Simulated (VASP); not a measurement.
# Which face does Nb expose?, part 6 of 6

Aim: compare the low-index faces of Nb at one level of theory.

VASP 6.6.1; PBEsol; plane waves and PAW (Nb_pv).

So far. Step 6 (Surface relaxation, 9 atoms, face Nb(100)): The run ended after 13 ionic steps, 0.258 eV below its first step, once the forces on the free atoms met EDIFFG = -0.03. Step 7 (Potential and states of the slab, 9 atoms, face Nb(100)): The vacuum level lies 3.67 eV above the Fermi level at the upper face; both faces agree, as the slab has next to no dipole.

## (8) Relaxing the slab, 11 atoms, face Nb(111) (continued)

Relaxation path:

```csv
step,energy less that of the first step (eV),largest force (eV/Å)
1,0.0000,1.8112
2,-0.3320,1.3092
3,-0.5645,0.6053
4,-0.6015,0.3876
5,-0.6393,0.2860
6,-0.6552,0.1247
7,-0.6594,0.0775
8,-0.6596,0.0832
9,-0.6617,0.0777
10,-0.6624,0.0734
11,-0.6637,0.0224
```

The atoms that moved most (Å):

```csv
atom,dx,dy,dz,length
Nb1,0.000,0.000,0.311,0.311
Nb11,0.000,0.000,-0.311,0.311
Nb9,0.000,0.000,0.092,0.092
Nb3,0.000,0.000,-0.092,0.092
Nb8,0.000,0.000,-0.071,0.071
Nb4,0.000,0.000,0.071,0.071
Nb2,0.000,0.000,0.033,0.033
Nb10,0.000,0.000,-0.033,0.033
```

Final coordinates:

```cif
data_structure
_symmetry_space_group_name_H-M 'P 1'
_symmetry_Int_Tables_number 1
_cell_length_a 4.6443
_cell_length_b 4.6443
_cell_length_c 24.4801
_cell_angle_alpha 90.000
_cell_angle_beta 90.000
_cell_angle_gamma 60.000
_cell_volume 457.28
loop_
_atom_site_label
_atom_site_type_symbol
_atom_site_fract_x
_atom_site_fract_y
_atom_site_fract_z
_atom_site_occupancy
Nb1 Nb 0.66667 0.66667 0.31909 1
Nb2 Nb 0.00000 0.00000 0.34644 1
Nb3 Nb 0.33333 0.33333 0.38007 1
Nb4 Nb 0.66667 0.66667 0.42544 1
Nb5 Nb 0.00000 0.00000 0.46040 1
Nb6 Nb 0.33333 0.33333 0.50000 1
Nb7 Nb 0.66667 0.66667 0.53960 1
Nb8 Nb 0.00000 0.00000 0.57456 1
Nb9 Nb 0.33333 0.33333 0.61993 1
Nb10 Nb 0.66667 0.66667 0.65356 1
Nb11 Nb 0.00000 0.00000 0.68091 1
```

The run ended after 11 ionic steps, 0.664 eV below its first step, once the forces on the free atoms met EDIFFG = -0.03.

## (9) Potential and states of the slab, 11 atoms, face Nb(111)

INCAR reads:

```
SYSTEM = Nb
PREC = Normal
ENCUT = 320
EDIFF = 1E-06
NELM = 120
ISMEAR = 1
SIGMA = 0.15
LREAL = .FALSE.
ALGO = Fast
GGA = PS
NBANDS = 75
LASPH = .TRUE.
LORBIT = 11
LWAVE = .FALSE.
LCHARG = .TRUE.
KPAR = 4
IDIPOL = 3
LDIPOL = .TRUE.
DIPOL = 0.5 0.5 0.5
LVHAR = .TRUE.
LVACPOTAV = .TRUE.
NEDOS = 1500
```

POSCAR reads:

```
Nb
1.0
    4.6442710413      0.0000000000      0.0000000000
    2.3221355207      4.0220567039      0.0000000000
    0.0000000000      0.0000000000     24.4800785654
Nb
11
Direct
    0.6666666700      0.6666666700      0.3190909316
    0.0000000000      0.0000000000      0.3464374645
    0.3333333300      0.3333333300      0.3800706260
    0.6666666700      0.6666666700      0.4254422082
    0.0000000000      0.0000000000      0.4604000440
    0.3333333300      0.3333333300      0.5000000000
    0.6666666700      0.6666666700      0.5395999560
    0.0000000000      0.0000000000      0.5745577918
    0.3333333300      0.3333333300      0.6199293740
    0.6666666700      0.6666666700      0.6535625355
    0.0000000000      0.0000000000      0.6809090684
```

KPOINTS reads:

```
Automatic mesh
0
Gamma
9 9 1
0 0 0
```

The projector-augmented-wave data sets are Nb_pv (PBE family, release 64).

Command:

```console
$ mpirun -np 4 vasp_std
```

The program printed:

```text
[... set-up lines as in an earlier step ...]
 entering main loop
       N       E                     dE             d eps       ncg     rms          rms(c)
DAV:   1     0.116632618223E+04    0.11663E+04   -0.51799E+04  2336   0.108E+03
DAV:   2    -0.284996277649E+02   -0.11948E+04   -0.11560E+04  1942   0.618E+02
DAV:   3    -0.117456796488E+03   -0.88957E+02   -0.84150E+02  2725   0.139E+02
DAV:   4    -0.124201980576E+03   -0.67452E+01   -0.65003E+01  2680   0.399E+01
[...]
RMM:  33    -0.112858479040E+03   -0.21786E-05   -0.13168E-05  1642   0.488E-03    0.125E-03
RMM:  34    -0.112858480106E+03   -0.10661E-05   -0.70318E-06  1531   0.400E-03    0.164E-03
RMM:  35    -0.112858481034E+03   -0.92775E-06   -0.56396E-06  1262   0.344E-03
 [... a notice as in an earlier step ...]

   1 F= -.11285848E+03 E0= -.11285503E+03  d E =-.103515E-01
```

The job ended after 2 min (4 MPI ranks of AMD EPYC 7R43, shared host; peak memory 1 GiB; 7.8 min of CPU time).

From OUTCAR (step 9):

```text
  Total       -3.7458538     -3.7458538     -0.5198108     -0.0000000      0.0000000      0.0000000
  in kB      -13.1245027    -13.1245027     -1.8212826     -0.0000000      0.0000000      0.0000000
  external PRESSURE =      -9.3567626 kB  Pullay stress =       0.0000000 kB

 POSITION                                       TOTAL-FORCE (eV/Angst)
 -----------------------------------------------------------------------------------
      4.64427      2.68137      7.81137        -0.000000     -0.000000     -0.009822
      0.00000      0.00000      8.48082         0.000000     -0.000000      0.017927
      2.32214      1.34069      9.30416        -0.000000      0.000000      0.000809
      4.64427      2.68137     10.41486         0.000000     -0.000000     -0.019051
      0.00000      0.00000     11.27063         0.000000      0.000000      0.005960
      2.32214      1.34069     12.24004        -0.000000     -0.000000      0.000000
      4.64427      2.68137     13.20945        -0.000000     -0.000000     -0.005960
      0.00000      0.00000     14.06522        -0.000000      0.000000      0.019051
      2.32214      1.34069     15.17592         0.000000     -0.000000     -0.000809
      4.64427      2.68137     15.99926        -0.000000      0.000000     -0.017927
      0.00000      0.00000     16.66871         0.000000      0.000000      0.009822
 -----------------------------------------------------------------------------------
    total drift:                               -0.000010     -0.000006      0.001355

  FREE ENERGIE OF THE ION-ELECTRON SYSTEM (eV)
  ---------------------------------------------------
  free  energy   TOTEN  =      -112.8584810342 eV

  energy  without entropy=     -112.8481295669  energy(sigma->0) =     -112.85503055

[... 2 parts as in an earlier step ...]

[... 1 further part left out ...]
[key lines of the parts left out:]
E-fermi :  -0.0040
```

Zero at the Fermi level. Planar average of the electrostatic potential against height:

```csv
height (Å),planar average of the electrostatic potential (eV)
0,3.90
1,3.90
2,3.90
3,3.90
4,3.90
5,3.86
6,3.46
7,0.211
8,-5.83
9,-5.82
10,-4.42
11,-5.21
12,-4.88
13,-5.21
14,-4.79
15,-4.80
16,-6.91
17,-2.89
18,2.61
19,3.77
20,3.89
21,3.90
22,3.90
23,3.90
24,3.90
```

The map of layer states is cut here 0.5 eV above the Fermi level, so it leaves out the states above that.

The vacuum level lies 3.90 eV above the Fermi level at the upper face; both faces agree, as the slab has next to no dipole.

The program found no field-free point at its default tolerance, but its printed level agrees with the flat part of the planar average.

On this mesh the fine structure of the density of states is sampling noise, and high empty states may be cut by the number of bands.

## (10) The faces side by side

This step: surfaces of a metal, PBEsol; plane waves and PAW (VASP 6.6.1).

No new run; the numbers come from the runs before.

Symmetric slabs, all atoms free. All faces:

```csv
face,layers,area a surface atom (Å²),work function (eV),surface energy as cut (J/m²),surface energy relaxed (J/m²),change of the top spacing (%)
Nb(110),7,7.626,4.632,2.33,2.297,-3.28
Nb(100),9,10.79,3.671,2.752,2.56,-11.02
Nb(111),11,18.68,3.901,2.927,2.642,-29.38
```

Each surface energy is the slab's energy less its number of atoms times the bulk energy of -10.8197 eV, over twice the cell's area.

## (11) Outcome

| Property | Result |
| --- | --- |
| Nb(110) | 2.30 J/m², 4.63 eV |
| Nb(100) | 2.56 J/m², 3.67 eV |
| Nb(111) | 2.64 J/m², 3.90 eV |

The cheapest face is Nb(110) at 2.30 J/m², against 2.56 for Nb(100) and 2.64 for Nb(111). The work functions are 4.63 eV for Nb(110), 3.90 eV for Nb(111) and 3.67 eV for Nb(100). The densest face has the highest work function, as the smoothing of the electron density over an open face lowers the surface dipole. Among the others the order doesn't follow the density. The densest face is also the cheapest, since it cuts the fewest bonds an area. The top spacing changes by -3.3 % on Nb(110), -11.0 % on Nb(100) and -29.4 % on Nb(111), the most on the most open face. One thickness was run for each face, and bulk and slab meshes don't match, which leaves some hundredths of a J/m². The cells are 1 × 1 and can't reconstruct.

[Lines on the potential files, build, host, timing and source positions are cut from VASP's logs without a mark.]

[Logs are printed without paths, hosts, clocks, repeated set-up lines and the standing remarks that a program may print on its own settings, such as how far it seeks lower states.]

[Hosts, paths, dates, database ids (printed as entryN), source tags and the programs' standing remarks are cut or masked in the printed files.]

[Runs that stopped without an error message from VASP are left out.]
